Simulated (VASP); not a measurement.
Computed with PBE GGA, VASP's PBE PAW potentials (set 64) (plane waves; VASP).

VASP input:

### KPOINTS
```
Automatic mesh
0
Gamma
8 8 5
0 0 0
```

POSCAR:
```
Te
1
    2.2669817230    -3.9265272082     0.0000000000
    2.2669817230     3.9265272082     0.0000000000
    0.0000000000     0.0000000000     5.9451009044
Te
3
Direct
  0.0000000000   0.2671229771   0.6666670000
  0.7328770229   0.7328770229   0.0000000000
  0.2671229771   0.0000000000   0.3333330000
```

### INCAR
```
ISMEAR = -5   # tetrahedra, Bloechl
LASPH = T
ALGO = Normal   # blocked Davidson
LREAL = F
LCHARG = T
GGA = PE   # PBE
EDIFF = 1E-7
SYSTEM = Te
LWAVE = F
NELM = 100   # most electronic steps
LMAXMIX = 4
PREC = Accurate
ISIF = 2   # forces and stress, cell fixed
LORBIT = 11
ENCUT = 520   # plane-wave cut-off (eV)
NEDOS = 601   # DOS grid
```

POTCAR, in this order: Te (PBE.64 set). Program: vasp_std.

Output of the run:

**OSZICAR**
```
       N       E                     dE             d eps       ncg     rms          rms(c)
DAV:   1     0.786919125073E+02    0.78692E+02   -0.65969E+03  1040   0.110E+03
DAV:   2    -0.384849617853E+01   -0.82540E+02   -0.79691E+02  1378   0.155E+02
DAV:   3    -0.934573479731E+01   -0.54972E+01   -0.54554E+01  1225   0.458E+01
DAV:   4    -0.944996164786E+01   -0.10423E+00   -0.10412E+00  1387   0.758E+00
DAV:   5    -0.945137512403E+01   -0.14135E-02   -0.14135E-02  1254   0.831E-01    0.115E+01
DAV:   6    -0.943487473350E+01    0.16500E-01   -0.20557E-02  1095   0.970E-01    0.730E+00
DAV:   7    -0.943267057752E+01    0.22042E-02   -0.44071E-02  1070   0.146E+00    0.321E-01
DAV:   8    -0.943193271019E+01    0.73787E-03   -0.79904E-03  1060   0.566E-01    0.145E-01
DAV:   9    -0.943197543802E+01   -0.42728E-04   -0.22250E-04  1321   0.115E-01    0.976E-02
DAV:  10    -0.943201236847E+01   -0.36930E-04   -0.52920E-05  1108   0.527E-02    0.180E-02
DAV:  11    -0.943200919039E+01    0.31781E-05   -0.13461E-05  1065   0.246E-02    0.649E-03
DAV:  12    -0.943200951331E+01   -0.32292E-06   -0.12275E-06  1275   0.741E-03    0.219E-03
DAV:  13    -0.943200949329E+01    0.20020E-07   -0.49681E-07  1050   0.476E-03
   1 F= -.94320095E+01 E0= -.94320095E+01  d E =0.000000E+00
```

### OUTCAR
```
------------------------ aborting loop because EDIFF is reached ----------------------------------------
  FORCE on cell =-STRESS in cart. coord.  units (eV):
  Direction    XX          YY          ZZ          XY          YZ          ZX
  --------------------------------------------------------------------------------------
  Total       -0.0364137     -0.0364137      0.0256377      0.0000000     -0.0000000      0.0000000
  in kB       -0.5512251     -0.5512251      0.3880998      0.0000000     -0.0000000      0.0000000
  external PRESSURE =      -0.2381168 kB  Pullay stress =       0.0000000 kB
  volume of cell :      105.84
      direct lattice vectors                 reciprocal lattice vectors
     2.266981723 -3.926527208  0.000000000     0.220557579 -0.127338988  0.000000000
     2.266981723  3.926527208  0.000000000     0.220557579  0.127338988  0.000000000
     0.000000000  0.000000000  5.945100904     0.000000000  0.000000000  0.168205724
 POSITION                                       TOTAL-FORCE (eV/Angst)
 -----------------------------------------------------------------------------------
      0.60556      1.04887      3.96340         0.007370      0.012765      0.000000
      3.32284      0.00000      0.00000        -0.014739      0.000000      0.000000
      0.60556     -1.04887      1.98170         0.007370     -0.012765     -0.000000
 -----------------------------------------------------------------------------------
    total drift:                               -0.000175     -0.000400      0.000014
  FREE ENERGIE OF THE ION-ELECTRON SYSTEM (eV)
  ---------------------------------------------------
  free  energy   TOTEN  =        -9.4320094933 eV

  energy  without entropy=       -9.4320094933  energy(sigma->0) =       -9.43200949

 total charge

# of ion       s       p       d       tot
------------------------------------------
    1        1.432   1.807   0.039   3.278
    2        1.432   1.807   0.039   3.278
    3        1.432   1.807   0.039   3.278
--------------------------------------------------
tot          4.297   5.421   0.117   9.835
```
(Selected blocks of OUTCAR.)

The compound is Te in the trig structure. It was relaxed first.
